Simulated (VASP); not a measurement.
An input for Ansatz (written as the equivalent of a VASP run, and not itself run):

Ansatz 0.2 input:
```yaml
crystal:
  lattice:
    - [0.0000000, 2.6922787, 2.6922787]
    - [2.6922787, 0.0000000, 2.6922787]
    - [2.6922787, 2.6922787, 0.0000000]
  atoms:
    - { symbol: Si, position: [0.2500000, 0.2500000, 0.2500000] }
    - { symbol: Si, position: [0.7500000, 0.7500000, 0.7500000] }
    - { symbol: Ni, position: [0.0000000, 0.0000000, 0.0000000] }
kpoints:
  mp_grid: { grid: [10, 10, 10] }
hamiltonian:
  xc: r2scan
  pseudopotentials: { kind: paw }
scf:
  occupations: { method: methfessel_paxton, width: 0.1 }
  max_iter: 100
output: { forces: true, stress: true, eigenvalues: true }
```

Problem. Write the VASP files for the same calculation (r2SCAN).

Solution. This is not unique; one that fits is 
KPOINTS:
```
Regular mesh
0
Gamma
 10 10 10
```

**INCAR**
```
SYSTEM = NiSi2
PREC = Accurate
ENCUT = 480
EDIFF = 1E-7
NELM = 100
ALGO = Normal
LREAL = .FALSE.
LASPH = .TRUE.
ISMEAR = 1
SIGMA = 0.1
METAGGA = R2SCAN
LMIXTAU = .TRUE.
LMAXMIX = 4
LWAVE = .FALSE.
LCHARG = .FALSE.
ISIF = 2
```

**POSCAR**
```
NiSi2
5.3845570
  0.0000000000   0.5000000346   0.5000000346
  0.5000000346   0.0000000000   0.5000000346
  0.5000000346   0.5000000346   0.0000000000
Si Ni
2 1
Cart
  0.2500000173   0.2500000173   0.2500000173
  0.7500000519   0.7500000519   0.7500000519
  0.0000000000   0.0000000000   0.0000000000
```

POTCAR, in this order: Si Ni (PBE.64 set). Program: vasp_std.

The two are equivalent in intent, not identical: each code has its own PAW files, so the cut-off isn't converted (ENCUT is set for VASP's; basis.ecutwfc is left out, and Ansatz then takes the one that its files recommend); Ansatz stops its SCF on the density residual and VASP on the energy change (EDIFF).

The compound is NiSi2 in the fluorite structure. It was relaxed first.
